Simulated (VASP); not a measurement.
```yaml
crystal:
  lattice:
    - [1.75319, -3.09333, 0.00000]
    - [1.75319, 3.09333, 0.00000]
    - [0.00000, 0.00000, 5.02493]
  atoms:
    - { symbol: Pt, position: [0.00000, 0.00000, 0.00000] }
    - { symbol: S, position: [0.33333, 0.66667, 0.23000] }
    - { symbol: S, position: [0.68959, 0.35626, 0.77000] }
```

Computed with PBE GGA, VASP's PBE PAW potentials (set 64) (plane waves; VASP 6.6.1). Numerical set-up: 400 eV cut-off, 11×11×6 Γ-centred mesh, Gaussian smearing of 0.050 eV, potentials Pt S.

Q: Give the force on each atom (eV/Å).

A: 
```json
[
 {"atom": "Pt1", "Fx": "0.842", "Fy": "0.067", "Fz": "0.077"},
 {"atom": "S2", "Fx": "0.120", "Fy": "0.153", "Fz": "1.083"},
 {"atom": "S3", "Fx": "-0.961", "Fy": "-0.220", "Fz": "-1.159"}
]
```

Q: Give the stress tensor in GPa (positive for a compressed cell).

A: 
```
13.48   2.04   3.40
 2.04   9.55   1.43
 3.40   1.43   9.80
```
The pressure is its mean diagonal, 10.94 GPa.

The compound is PtS2 in the 1T layered structure. The cell was not relaxed at this level, atoms are displaced from their ideal sites. The run is one of a series of settings (KPOINTS 11×11×6 Γ-centred mesh against the base run), some of them coarse on purpose.
